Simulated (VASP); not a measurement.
A convergence study with VASP on AlP (zinc blende): one setting is varied, all else stays as given below, so the limit is that of these other settings.

```yaml
crystal:
  lattice:
    - [0.00000, 2.73000, 2.73000]
    - [2.73000, 0.00000, 2.73000]
    - [2.73000, 2.73000, 0.00000]
  atoms:
    - { symbol: Al, position: [0.00000, 0.00000, 0.00000] }
    - { symbol: P, position: [0.25000, 0.25000, 0.25000] }
```

Method: PBE GGA, VASP's PBE PAW potentials (set 64) (plane waves; VASP). The tightest run used: 550 eV cut-off, 13×13×13 Monkhorst-Pack mesh, Gaussian smearing of 0.050 eV, potentials Al P.

### Question
The settings run are 1×1×1 mesh; 2×2×2 mesh; 3×3×3 mesh; 4×4×4 mesh; 5×5×5 mesh; 6×6×6 mesh; 7×7×7 mesh; 8×8×8 mesh; 9×9×9 mesh; 10×10×10 mesh; 11×11×11 mesh; 12×12×12 mesh; 13×13×13 mesh. From which on does the energy per atom stay within 0.01 eV/atom of the tightest run?

### Answer
From 6×6×6 mesh on: it is off by 0.0000 there and by no more than 0.01 in any finer run, while 5×5×5 mesh is off by 0.0138.
```json
[
 {"setting": "1×1×1 mesh", "E (eV/atom)": "1.4749", "pressure (GPa)": "31.60", "irreducible k-points": "1", "difference judged (eV/atom)": "6.6603"},
 {"setting": "2×2×2 mesh", "E (eV/atom)": "-5.1403", "pressure (GPa)": "2.59", "irreducible k-points": "2", "difference judged (eV/atom)": "0.0452"},
 {"setting": "3×3×3 mesh", "E (eV/atom)": "-4.9965", "pressure (GPa)": "3.60", "irreducible k-points": "4", "difference judged (eV/atom)": "0.1890"},
 {"setting": "4×4×4 mesh", "E (eV/atom)": "-5.1851", "pressure (GPa)": "2.18", "irreducible k-points": "10", "difference judged (eV/atom)": "0.0004"},
 {"setting": "5×5×5 mesh", "E (eV/atom)": "-5.1716", "pressure (GPa)": "2.31", "irreducible k-points": "10", "difference judged (eV/atom)": "0.0138"},
 {"setting": "6×6×6 mesh", "E (eV/atom)": "-5.1855", "pressure (GPa)": "2.18", "irreducible k-points": "28", "difference judged (eV/atom)": "0.0000"},
 {"setting": "7×7×7 mesh", "E (eV/atom)": "-5.1841", "pressure (GPa)": "2.19", "irreducible k-points": "20", "difference judged (eV/atom)": "0.0014"},
 {"setting": "8×8×8 mesh", "E (eV/atom)": "-5.1855", "pressure (GPa)": "2.18", "irreducible k-points": "60", "difference judged (eV/atom)": "0.0000"},
 {"setting": "9×9×9 mesh", "E (eV/atom)": "-5.1853", "pressure (GPa)": "2.18", "irreducible k-points": "35", "difference judged (eV/atom)": "0.0002"},
 {"setting": "10×10×10 mesh", "E (eV/atom)": "-5.1855", "pressure (GPa)": "2.18", "irreducible k-points": "110", "difference judged (eV/atom)": "0.0000"},
 {"setting": "11×11×11 mesh", "E (eV/atom)": "-5.1854", "pressure (GPa)": "2.18", "irreducible k-points": "56", "difference judged (eV/atom)": "0.0000"},
 {"setting": "12×12×12 mesh", "E (eV/atom)": "-5.1855", "pressure (GPa)": "2.18", "irreducible k-points": "182", "difference judged (eV/atom)": "0.0000"},
 {"setting": "13×13×13 mesh", "E (eV/atom)": "-5.1855", "pressure (GPa)": "2.18", "irreducible k-points": "84", "difference judged (eV/atom)": "0.0000"}
]
```

Left out are rungs that failed or repeat a setting and relaxations that didn't move; long series are thinned to 24 rows.

The compound is AlP in the zinc blende structure. The cell was not relaxed at this level.
